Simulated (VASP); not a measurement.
# TaRu in VASP: a series of runs

Aim: see how the results for TaRu move with the level of theory and the settings. Levels: PBEsol, PBEsol+D3, PBEsol+D3(BJ), PBEsol+D4. Tasks: relaxation of the atoms.

All numbers are computed with VASP 6.6.1; they aren't measurements. Logs are shortened: lines on timing, memory, paths and dates and some standing lists are left out, and cuts for length are marked.

### Step 1. Starting point

The cell holds a slab with vacuum, 8 atoms: a = 3.187 Å, b = 3.187 Å, c = 26.154 Å, α = 90.00°, β = 90.00°, γ = 90.00°.

### Step 2. Relaxation of the atoms, PBEsol

INCAR reads:

```
SYSTEM = TaRu
ALGO = Normal ; DIPOL = 0.5 0.5 0.500
EDIFF = 1E-6 ; EDIFFG = -0.01
ENCUT = 520 ; GGA = PS
IBRION = 2 ; IDIPOL = 3
ISIF = 2 ; ISMEAR = -1
LASPH = .TRUE. ; LCHARG = .FALSE.
LDIPOL = .TRUE. ; LREAL = .FALSE.
LWAVE = .FALSE. ; NELM = 60
NSW = 40 ; PREC = Accurate
SIGMA = 0.05
```

KPOINTS reads:

```
k-points
0
G
  6 6 1
  0 0 0
```

POSCAR reads:

```
TaRu
1.0
    3.1870000000      0.0000000000      0.0000000000
    0.0000000000      3.1870000000      0.0000000000
    0.0000000000      0.0000000000     26.1545000000
Ta Ru
4 4
Selective dynamics
Direct
    0.5000000000      0.5000000000      0.2867575369  F F F
    0.5000000000      0.5000000000      0.4086103730  F F F
    0.5000000000      0.5000000000      0.5304632090  T T T
    0.5000000000      0.5000000000      0.6523160450  T T T
    0.0000000000      0.0000000000      0.3476839550  F F F
    0.0000000000      0.0000000000      0.4695367910  F F F
    0.0000000000      0.0000000000      0.5913896270  T T T
    0.0000000000      0.0000000000      0.7132424631  T T T
```

Potentials or basis: VASP PAW PBE potentials, release 64 (Ta_pv, Ru_pv).

Launch:

```sh
cat potpaw_PBE.64/Ta_pv/POTCAR potpaw_PBE.64/Ru_pv/POTCAR > POTCAR
mpirun -np 1 vasp_std > vasp.out
```

OUTCAR:

```text
SYSTEM = TaRu
   EDIFF = 1E-6
   EDIFFG = -0.01
   ENCUT = 520
   GGA = PS
   IBRION = 2
   ISIF = 2
   ISMEAR = -1
   LASPH = .TRUE.
   LREAL = .FALSE.
   NELM = 60
   NSW = 40
   PREC = Accurate

 ion  position               nearest neighbor table
   1  0.500  0.500  0.287-   5 2.76   5 2.76   5 2.76   5 2.76   2 3.19
   2  0.500  0.500  0.409-   5 2.76   6 2.76   5 2.76   6 2.76   5 2.76   6 2.76   5 2.76   6 2.76
                             3 3.19   1 3.19
   3  0.500  0.500  0.530-   6 2.76   6 2.76   6 2.76   6 2.76   7 2.76   7 2.76   7 2.76   7 2.76
                             2 3.19   4 3.19
   4  0.500  0.500  0.652-   7 2.76   7 2.76   7 2.76   7 2.76   8 2.76   8 2.76   8 2.76   8 2.76
                             3 3.19
   5  0.000  0.000  0.348-   2 2.76   2 2.76   2 2.76   2 2.76   1 2.76   1 2.76   1 2.76   1 2.76
                             6 3.19
   6  0.000  0.000  0.470-   3 2.76   3 2.76   3 2.76   3 2.76   2 2.76   2 2.76   2 2.76   2 2.76
                             7 3.19   5 3.19
   7  0.000  0.000  0.591-   3 2.76   4 2.76   3 2.76   4 2.76   3 2.76   4 2.76   3 2.76   4 2.76
                             6 3.19   8 3.19
   8  0.000  0.000  0.713-   4 2.76   4 2.76   4 2.76   4 2.76   7 3.19

  LATTYP: Found a simple tetragonal cell.
 ALAT       =     3.1870000000
 C/A-ratio  =     8.2066206464

  Lattice vectors:

 A1 = (   3.1870000000,   0.0000000000,   0.0000000000)
 A2 = (   0.0000000000,   3.1870000000,   0.0000000000)
 A3 = (   0.0000000000,   0.0000000000,  26.1545000000)

Analysis of symmetry for initial positions (statically):
=====================================================================
 Subroutine PRICEL returns:
 Original cell was already a primitive cell.

 Routine SETGRP: Setting up the symmetry group for a
 simple tetragonal supercell.

 Subroutine GETGRP returns: Found  8 space group operations
 (whereof  8 operations were pure point group operations)
 out of a pool of 16 trial point group operations.

The static configuration has the point symmetry C_4v.

Analysis of symmetry for dynamics (positions and initial velocities):
=====================================================================
 Subroutine PRICEL returns:
 Original cell was already a primitive cell.

 Routine SETGRP: Setting up the symmetry group for a
 simple tetragonal supercell.

 Subroutine GETGRP returns: Found  8 space group operations
 (whereof  8 operations were pure point group operations)
 out of a pool of 16 trial point group operations.

The dynamic configuration has the point symmetry C_4v.

Analysis of constrained symmetry for selective dynamics:
[... 145 lines left out ...]
   NGX = 11   NGY = 11   NGZ = 97

--------------------------------------- Ionic step        1  -------------------------------------------

 number of electron     100.0000000 magnetization

 number of electron      99.9999984 magnetization

 Free energy of the ion-electron system (eV)
  ---------------------------------------------------
  ext. energy  EPLUGINS =         0.00000000
  ---------------------------------------------------
  free energy    TOTEN  =       -88.43225852 eV

  energy without entropy =      -88.34093823  energy(sigma->0) =      -88.38659837

------------------------ aborting loop because EDIFF is reached ----------------------------------------

 vacuum level on the upper side and lower side of the slab       (xc-potential included)        -0.586        -0.127

  FORCE on cell =-STRESS in cart. coord.  units (eV):
  Direction    XX          YY          ZZ          XY          YZ          ZX
  --------------------------------------------------------------------------------------
  -------------------------------------------------------------------------------------
  Total      -15.9621494    -15.9621494    -13.0444507      0.0000000      0.0000000      0.0000000
  in kB      -96.2700957    -96.2700957    -78.6730212      0.0000000      0.0000000      0.0000000
  external PRESSURE =     -90.4044042 kB  Pullay stress =       0.0000000 kB
[... 107 lines left out ...]
  FREE ENERGIE OF THE ION-ELECTRON SYSTEM (eV)
  ---------------------------------------------------
  free  energy   TOTEN  =       -88.9771011324 eV

  energy  without entropy=      -88.8959309429  energy(sigma->0) =      -88.93651604

 dipolmoment           0.000000      0.000000      0.053819 electrons x Angstroem

[... ionic steps 4 to 15 ...]

--------------------------------------- Ionic step       16  -------------------------------------------

 number of electron      99.9999985 magnetization

------------------------ aborting loop because EDIFF is reached ----------------------------------------
[... 79 lines left out ...]
--------------------------------------- Ionic step       18  -------------------------------------------

 number of electron      99.9999985 magnetization

 dipolmoment           0.000000      0.000000     -0.033116 electrons x Angstroem

 Free energy of the ion-electron system (eV)
  ---------------------------------------------------
  ext. energy  EPLUGINS =         0.00000000
  ---------------------------------------------------
  free energy    TOTEN  =       -89.12771189 eV

  energy without entropy =      -89.05215880  energy(sigma->0) =      -89.08993534

 E-fermi :   2.2437     XC(G=0):  -7.2323

 val. band max:        2.2302266626   @ k =   0.5000   0.0000   0.0000
 cond. band min:       2.2641634710   @ k =   0.5000   0.3333   0.0000
 fundamental gap:      0.0339368084
 Fermi energy:         2.2436736023

 k-point     1 :       0.0000    0.0000    0.0000
  band No.  band energies     occupation
      1     -40.9563      2.00000
      2     -40.8773      2.00000
      3     -40.8502      2.00000
      4     -40.8502      2.00000
      5     -40.8461      2.00000
      6     -40.7953      2.00000
[... 619 lines left out ...]
     59       4.2565      0.00000
     60       4.2565      0.00000

------------------------ aborting loop because EDIFF is reached ----------------------------------------

 vacuum level on the upper side and lower side of the slab       (xc-potential included)        -0.392         0.177

  FORCE on cell =-STRESS in cart. coord.  units (eV):
  Direction    XX          YY          ZZ          XY          YZ          ZX
  --------------------------------------------------------------------------------------
  -------------------------------------------------------------------------------------
  Total       -9.0401576     -9.0401576     -4.8187421      0.0000000      0.0000000      0.0000000
  in kB      -54.5225346    -54.5225346    -29.0625497      0.0000000      0.0000000      0.0000000
  external PRESSURE =     -46.0358730 kB  Pullay stress =       0.0000000 kB
[... 23 lines left out ...]
  FREE ENERGIE OF THE ION-ELECTRON SYSTEM (eV)
  ---------------------------------------------------
  free  energy   TOTEN  =       -89.1277118898 eV

  energy  without entropy=      -89.0521588000  energy(sigma->0) =      -89.08993534

 reached required accuracy - stopping structural energy minimisation

 vacuum level on the upper side and lower side of the slab         6.178         6.760
```

OSZICAR:

```text
N       E                     dE             d eps       ncg     rms          rms(c)
DAV:   1     0.104016201064E+04    0.10402E+04   -0.59733E+04  1480   0.159E+03
DAV:   2    -0.510818827686E+02   -0.10912E+04   -0.10656E+04  1320   0.473E+02
DAV:   3    -0.934356242614E+02   -0.42354E+02   -0.41053E+02  1544   0.835E+01
DAV:   4    -0.951084046572E+02   -0.16728E+01   -0.16416E+01  1560   0.140E+01
[... 303 lines left out ...]
DAV:   3    -0.891277348448E+02   -0.99918E-05   -0.29261E-04  1556   0.530E-02    0.376E-02
DAV:   4    -0.891277126491E+02    0.22196E-04   -0.17156E-04  1392   0.450E-02    0.138E-02
DAV:   5    -0.891277121523E+02    0.49680E-06   -0.10999E-05  1172   0.113E-02    0.741E-03
DAV:   6    -0.891277119225E+02    0.22975E-06   -0.11536E-05  1136   0.975E-03    0.810E-03
DAV:   7    -0.891277118898E+02    0.32725E-07   -0.84072E-06  1024   0.116E-02
  18 F= -.89127712E+02 E0= -.89089935E+02  d E =-.654962E-05
```

It took 21 min on 1 thread of Intel Xeon 6975P-C (Granite Rapids), shared host; peak memory 0.41 GiB.

What came out:

- Free energy: -89.1277 eV
- Energy gained by relaxing: 86.9 meV/atom
- Ionic steps: 18
- Band gap on the k mesh: none (metal or under the smearing width)

Step by step:
| step | energy change (eV) | largest force (eV/Å) | pressure (GPa) |
| --- | --- | --- | --- |
| 1 | 0.0000 | 3.2559 | -9.04 |
| 2 | -0.5213 | 1.3116 | -7.89 |
| 3 | -0.5448 | 1.3072 | -7.38 |
| 4 | -0.5450 | 1.3080 | -7.43 |
| 5 | -0.5772 | 1.3021 | -7.18 |
| 6 | -0.6039 | 1.2937 | -6.61 |
| 7 | -0.6210 | 1.2968 | -6.42 |
| 8 | -0.6435 | 1.3130 | -5.77 |
| 9 | -0.6534 | 1.3147 | -5.62 |
| 10 | -0.6762 | 1.3209 | -5.12 |
| 11 | -0.6827 | 1.3391 | -4.07 |
| 12 | -0.6873 | 1.3300 | -4.52 |
| 13 | -0.6940 | 1.3269 | -4.56 |
| 14 | -0.6954 | 1.3263 | -4.58 |
| 15 | -0.6954 | 1.3261 | -4.58 |
| 16 | -0.6954 | 1.3258 | -4.59 |
| 17 | -0.6954 | 1.3262 | -4.59 |
| 18 | -0.6955 | 1.3256 | -4.60 |

Final structure:
```cif
data_structure
_symmetry_space_group_name_H-M 'P 1'
_symmetry_Int_Tables_number 1
_cell_length_a 3.1870
_cell_length_b 3.1870
_cell_length_c 26.1545
_cell_angle_alpha 90.000
_cell_angle_beta 90.000
_cell_angle_gamma 90.000
_cell_volume 265.65
loop_
_atom_site_label
_atom_site_type_symbol
_atom_site_fract_x
_atom_site_fract_y
_atom_site_fract_z
_atom_site_occupancy
Ta1 Ta 0.50000 0.50000 0.28676 1
Ta2 Ta 0.50000 0.50000 0.40861 1
Ta3 Ta 0.50000 0.50000 0.52706 1
Ta4 Ta 0.50000 0.50000 0.64808 1
Ru1 Ru 0.00000 0.00000 0.34768 1
Ru2 Ru 0.00000 0.00000 0.46954 1
Ru3 Ru 0.00000 0.00000 0.58495 1
Ru4 Ru 0.00000 0.00000 0.69447 1
```

Levels at points of the mesh, in eV from the Fermi level:
| k point | band 46 | band 47 | band 48 | band 49 | band 50 | band 51 | band 52 | band 53 | band 54 | band 55 |
| --- | --- | --- | --- | --- | --- | --- | --- | --- | --- | --- |
| (0.00, 0.00, 0.00) | -1.67 | -1.36 | -1.36 | -1.33 | -0.56 | -0.55 | -0.10 | 0.18 | 0.18 | 0.47 |
| (0.50, 0.00, 0.00) | -1.36 | -0.81 | -0.58 | -0.36 | -0.26 | -0.01 | 0.13 | 0.45 | 0.59 | 0.69 |
| (0.50, 0.50, 0.00) | -0.56 | -0.38 | -0.37 | -0.29 | -0.15 | -0.07 | 0.08 | 0.17 | 0.21 | 1.38 |

Caveat: the PAW data sets were made with another functional, which shifts forces and pressure a little. The run has no spin-orbit coupling, so splittings on Ta are missing.

(Continued in part 2 of 3.)
